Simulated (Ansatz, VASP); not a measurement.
# AgIr2 (Ir-Ag-Ir stack, (100) layers) in two plane-wave programs, part 2 of 2

Aim: how closely do two programs agree when they are given the same cell, functional and k mesh? Of the first pair: The structure shown is the start of the Ansatz relaxation below; VASP solves that cell, so the two are compared at the walk's first step.

VASP 6.6.1 and Ansatz 0.2.0.

So far. Step 4 (Differences): The forces differ by 1.1 meV/Å r.m.s., which is 0.6 % of the r.m.s. force of 0.178 eV/Å (both taken over all components). Where the cell holds vacuum, a pressure given here is an average over it and none of the material.

## (5) Ansatz: relaxation, PBE

Level of this step: Ansatz beside VASP: Kohn-Sham DFT, plane waves, PBE (Ansatz).

The two programs are compared at the cell with which this relaxation starts, whose forces are those of its first step.

The structure compared here is the start of the Ansatz relaxation; VASP solves that cell, so the two are compared at the walk's first step.

The input, input.yaml:

```yaml
crystal:
  lattice:
    - [2.5757817935, 0.0, 0.0]
    - [0.0, 2.5757817935, 0.0]
    - [0.0, 0.0, 31.9799998756]
  atoms:
    - { symbol: Ir, position: [0.0, 0.0, 0.162981635] }
    - { symbol: Ag, position: [0.5, 0.5, 0.2359287064] }
    - { symbol: Ir, position: [0.0, 0.0, 0.3088757777] }
  periodic: [true, true, false]
kpoints:
  mp_grid: { grid: [12, 12, 1] }
hamiltonian:
  xc: pbe
  pseudopotentials: { kind: paw, azcp: { folder: soft_1 } }
scf:
  occupations: { method: methfessel_paxton, width: 0.2 }
output:
  forces: true
  stress: true
  eigenvalues: true
  write_density: true
  write_potential: true
  elf: true
  volumetric_format: npy
relax:
  adjacent_minimum: "off"
  f_tol: 0.001
  max_steps: 60
  cell: { stress_2d_tol: 0.002 }
```

Launch:

```console
$ ansatz run input.yaml --threads 8 --pin off --max-ram 20480MiB --backend cpu --events-out ev --progress --plain --runs-dir out
```

Numbers of over 12 decimals in the logs are rounded to 6 here.

What it wrote:

```text
[...]
Crystal: 3 atoms, lattice volume = 219.815 Å³
Basis set: ecut = 420 eV, 4339 PW (Γ), exchange–correlation on 36×36×450 points (8 copies of the dense FFT grid, shifted against one another)
Bands: 32, of which v1, the nominal top of the filled ones, is band 27 counted from 1 (26 counted from 0)
Symmetry: 16 space group operations
[...]
k-point 27: bands = [... 23 lower, -6.1701, -5.7585, -2.2439, -2.2438, -0.7357, -0.7357, 1.6807, 1.6807, ... 1 higher]
--- Relaxed structure (5 steps of the walk, 4 accepted, 1 SCFs on fresh bases) ---
[...]
cell:  # Å, volume = 219.1142 Å³
    - [2.571671, 0, 0.0]
    - [0, 2.571671, 0.0]
    - [0.0, 0.0, 33.131389]
  atoms:
    - { symbol: Ir, position: [0, 0, 0.156747] }
    - { symbol: Ag, position: [0.5, 0.5, 0.227730] }
    - { symbol: Ir, position: [0, 0, 0.298713] }
[key lines of the parts left out:]
SCF converged after 8 iterations
Free energy (F): -31460.711811 eV
Fermi energy:    -5.800594 eV
P = ½ c Tr σ = 0.0003 N/m
```

## (6) VASP: single point, PBE, start cell, pair 2

The same cell, functional, mesh and smearing now go to VASP, with its own data sets.

The input, INCAR:

```
SYSTEM = AgIr2
PREC = Accurate
ENCUT = 400
EDIFF = 1E-06
NELM = 120
ISMEAR = 1
SIGMA = 0.2
LREAL = .FALSE.
ALGO = Normal
GGA = PE
NBANDS = 20
LASPH = .TRUE.
LORBIT = 11
LWAVE = .FALSE.
LCHARG = .FALSE.
ISIF = 2
LDIPOL = .TRUE.
IDIPOL = 3
DIPOL = 0.5 0.5 0.228
LVHAR = .TRUE.
GGA_COMPAT = .FALSE.
NELMDL = -8
KPAR = 2
```

The input, POSCAR:

```
AgIr2
1.0
    2.5757820000      0.0000000000      0.0000000000
    0.0000000000      2.5757820000      0.0000000000
    0.0000000000      0.0000000000     33.1313890000
Ir Ag
2 1
Direct
    0.0000000000      0.0000000000      0.1573176724
    0.0000000000      0.0000000000      0.2981416505
    0.5000000000      0.5000000000      0.2277296614
```

The input, KPOINTS:

```
Automatic mesh
0
Gamma
12 12 1
0 0 0
```

The projector-augmented-wave data sets are Ir and Ag (PBE family, release 64).

Launch:

```console
$ mpirun -np 2 vasp_std
```

What it wrote:

```text
[... set-up lines as in an earlier step ...]
 entering main loop
       N       E                     dE             d eps       ncg     rms          rms(c)
DAV:   1     0.198410536223E+03    0.19841E+03   -0.94317E+03  1120   0.902E+02
DAV:   2    -0.635480236658E+01   -0.20477E+03   -0.19231E+03  1508   0.279E+02
DAV:   3    -0.176944200966E+02   -0.11340E+02   -0.10635E+02  1336   0.653E+01
DAV:   4    -0.179763887600E+02   -0.28197E+00   -0.27214E+00  1412   0.113E+01
[...]
DAV:  14    -0.168903742029E+02    0.62102E-05   -0.25286E-04  1320   0.195E-01    0.436E-02
DAV:  15    -0.168903754881E+02   -0.12852E-05   -0.20855E-05  1616   0.450E-02    0.118E-02
DAV:  16    -0.168903762151E+02   -0.72707E-06   -0.70203E-06  1280   0.317E-02
   1 F= -.16890376E+02 E0= -.16888871E+02  d E =-.451648E-02
```

Parts of OUTCAR (step 6):

```text
  Total       -0.0875973     -0.0875973      0.1966249      0.0000000      0.0000000      0.0000000
  in kB       -0.6384744     -0.6384744      1.4331488      0.0000000      0.0000000      0.0000000
  external PRESSURE =       0.0520666 kB  Pullay stress =       0.0000000 kB

 POSITION                                       TOTAL-FORCE (eV/Angst)
 -----------------------------------------------------------------------------------
      0.00000      0.00000      5.21215        -0.000000     -0.000000     -0.048060
      0.00000      0.00000      9.87785         0.000000     -0.000000      0.048060
      1.28789      1.28789      7.54500        -0.000000      0.000000     -0.000000
 -----------------------------------------------------------------------------------
    total drift:                                0.000000      0.000000      0.000347

  FREE ENERGIE OF THE ION-ELECTRON SYSTEM (eV)
  ---------------------------------------------------
  free  energy   TOTEN  =       -16.8903762151 eV

  energy  without entropy=      -16.8858597391  energy(sigma->0) =      -16.88887072

[... 3 further parts left out ...]
[key lines of the parts left out:]
E-fermi :  -2.7002
```

The run ends at a pressure of 0.01 GPa, with forces up to 0.048 eV/Å.

## (7) Differences

What differs besides the data sets and the points named for the pairs above, as far as they apply: the data sets hold 53 valence electrons in Ansatz (on its PAW soft_1 files) and 29 in VASP. Total energies have different zeros and are not compared.

Forces (eV/Å; atoms numbered as in POSCAR):

```csv
atom,"Ansatz x, y, z","VASP x, y, z"
Ir1,"0.000, 0.000, -0.051","0.000, 0.000, -0.048"
Ir2,"0.000, 0.000, 0.051","0.000, 0.000, 0.048"
Ag3,"0.000, 0.000, 0.000","0.000, 0.000, 0.000"
```

The forces differ by 1.1 meV/Å r.m.s., which is 5.1 % of the r.m.s. force of 0.023 eV/Å (both taken over all components). Where the cell holds vacuum, a pressure given here is an average over it and none of the material.

## (8) Ansatz: relaxation, PBE

This run makes the geometry at which the two programs are then compared.

The structure compared here is the end of the Ansatz relaxation.

This is the run of step 5 again, met here at its other cell.

## (9) VASP: single point, PBE, relaxed cell, pair 3

The same cell, functional, mesh and smearing now go to VASP, with its own data sets.

INCAR is that of step 6.

The input, POSCAR:

```
AgIr2
1.0
    2.5716708870      0.0000000000      0.0000000000
    0.0000000000      2.5716708870      0.0000000000
    0.0000000000      0.0000000000     33.1313893308
Ir Ag
2 1
Direct
    0.0000000000      0.0000000000      0.1567467503
    0.0000000000      0.0000000000      0.2987125681
    0.5000000000      0.5000000000      0.2277296592
```

KPOINTS is that of step 6.

Launch:

```console
$ mpirun -np 2 vasp_std
```

What it wrote:

```text
[... set-up lines as in an earlier step ...]
 entering main loop
       N       E                     dE             d eps       ncg     rms          rms(c)
DAV:   1     0.201657743183E+03    0.20166E+03   -0.94415E+03  1120   0.904E+02
DAV:   2    -0.635684909204E+01   -0.20801E+03   -0.19402E+03  1512   0.278E+02
DAV:   3    -0.177361507058E+02   -0.11379E+02   -0.10824E+02  1340   0.666E+01
DAV:   4    -0.179712983109E+02   -0.23515E+00   -0.22766E+00  1440   0.108E+01
[...]
DAV:  21    -0.168912629007E+02   -0.21210E-05   -0.90668E-08   784   0.189E-03    0.320E-04
DAV:  22    -0.168912648446E+02   -0.19439E-05   -0.94247E-08   804   0.114E-03    0.298E-04
DAV:  23    -0.168912656431E+02   -0.79846E-06   -0.26876E-08   776   0.103E-03
   1 F= -.16891266E+02 E0= -.16889960E+02  d E =-.391797E-02
```

From OUTCAR (step 9):

```text
  Total       -0.0110175     -0.0110175     -0.0627387      0.0000000      0.0000000      0.0000000
  in kB       -0.0805605     -0.0805605     -0.4587495      0.0000000      0.0000000      0.0000000
  external PRESSURE =      -0.2066235 kB  Pullay stress =       0.0000000 kB

 POSITION                                       TOTAL-FORCE (eV/Angst)
 -----------------------------------------------------------------------------------
      0.00000      0.00000      5.19324         0.000000     -0.000000      0.002168
      0.00000      0.00000      9.89676        -0.000000      0.000000     -0.002168
      1.28584      1.28584      7.54500         0.000000      0.000000      0.000000
 -----------------------------------------------------------------------------------
    total drift:                                0.000000      0.000000     -0.000115

  FREE ENERGIE OF THE ION-ELECTRON SYSTEM (eV)
  ---------------------------------------------------
  free  energy   TOTEN  =       -16.8912656431 eV

  energy  without entropy=      -16.8873476710  energy(sigma->0) =      -16.88995965

[... 1 part as in an earlier step ...]

[... 2 further parts left out ...]
[key lines of the parts left out:]
E-fermi :  -2.6778
```

The run ends at a pressure of -0.02 GPa, with forces up to 0.0022 eV/Å.

## (10) Comparison

What differs besides the data sets and the points named for the pairs above, as far as they apply: the data sets hold 53 valence electrons in Ansatz (on its PAW soft_1 files) and 29 in VASP. Total energies have different zeros and are not compared.

The largest component of a force difference here is 2 meV/Å. Where the cell holds vacuum, a pressure given here is an average over it and none of the material.

## (11) Summary of results

- r.m.s. force difference (single point, PBE, start cell, pair 1): 1.1 meV/Å
- r.m.s. force difference (single point, PBE, start cell, pair 2): 1.1 meV/Å
- r.m.s. force difference (single point, PBE, relaxed cell, pair 3): 1 meV/Å

In words: The r.m.s. force difference is 1.1 meV/Å (single point, PBE, start cell, pair 2), within the 12 meV/Å picked in this series as the mark of a large difference. The data sets hold unlike numbers of valence electrons (53 in Ansatz and 29 in VASP), so part of the differences may come from the potentials. 1 further pair of this series is not shown here. How closely two codes agree says nothing of how well the functional describes the real material.

[Lines on the potential files, build, host, timing and source positions are cut from VASP's logs without a mark.]

[Logs are printed without paths, hosts, clocks, repeated set-up lines and the standing remarks that a program may print on its own settings, such as how far it seeks lower states.]

[Hosts, paths, dates, database ids (printed as entryN), source tags and the programs' standing remarks are cut or masked in the printed files.]
